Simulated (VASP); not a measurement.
VASP ran on this input.

### KPOINTS
```
Automatic mesh
0
Gamma
4 4 4
0 0 0
```

**POSCAR**
```
AuBr
4.6789220
  1.0000000000   0.0000000000   0.0000000000
  0.0000000000   1.0000000000   0.0000000000
  0.0000000000   0.0000000000   1.2600831987
Au Br
2 2
Cartesian
  0.5000000000   0.0000000000   0.2983877014
  0.0000000000   0.5000000000   0.9616954972
  0.0000000000   0.0000000000   0.0000000000
  0.5000000000   0.5000000000   0.0000000000
```

### INCAR
```
! general
SYSTEM  = AuBr
PREC    = Accurate
ENCUT   = 400
LREAL   = .FALSE.
LASPH   = .TRUE.

! electronic loop
EDIFF   = 1E-6
NELM    = 100
ALGO    = Normal
LMAXMIX = 6

! smearing
ISMEAR  = 0
SIGMA   = 0.05

! functional
GGA     = PE

! ions
ISIF    = 2

! output
LWAVE   = .FALSE.
LCHARG  = .FALSE.
```

POTCAR, in this order: Au Br (PBE.64 set). Program: vasp_std.

Q: Write an equivalent input for Quantum ESPRESSO's pw.x.

A: One equivalent input (not run):
```
&CONTROL
  calculation = 'scf'
  pseudo_dir = './pseudo'
  outdir = './out'
  tprnfor = .true.
  tstress = .true.
/
&SYSTEM
  ibrav = 0
  nat = 4
  ntyp = 2
  ecutwfc = 76
  occupations = 'smearing'
  smearing = 'gaussian'
  degauss = 0.003675
  input_dft = 'pbe'
/
&ELECTRONS
  conv_thr = 7.3e-08
  electron_maxstep = 100
/
ATOMIC_SPECIES
  Au 196.967 Au.upf
  Br 79.904 Br.upf
CELL_PARAMETERS angstrom
     4.6789220    0.0000000    0.0000000
     0.0000000    4.6789220    0.0000000
     0.0000000    0.0000000    5.8958310
ATOMIC_POSITIONS crystal
  Au   0.5000000  0.0000000  0.2368000
  Au   0.0000000  0.5000000  0.7632000
  Br   0.0000000  0.0000000  0.0000000
  Br   0.5000000  0.5000000  0.0000000
K_POINTS automatic
  4 4 4 0 0 0
```
What does not carry over: the potentials are each code's own (VASP's PAW set, PseudoDojo norm-conserving files in pw.x), so ENCUT and ecutwfc are chosen apart and not converted; conv_thr bounds pw.x's estimated SCF error, while EDIFF bounds the energy change between steps.

The structure was generated: AuBr was put into the litharge type (P4/nmm), which need not be its known phase. The cell was not relaxed at this level. The k-mesh is coarse (spacing up to 0.34 per Å, 2π included), so the numbers may not be converged in it.
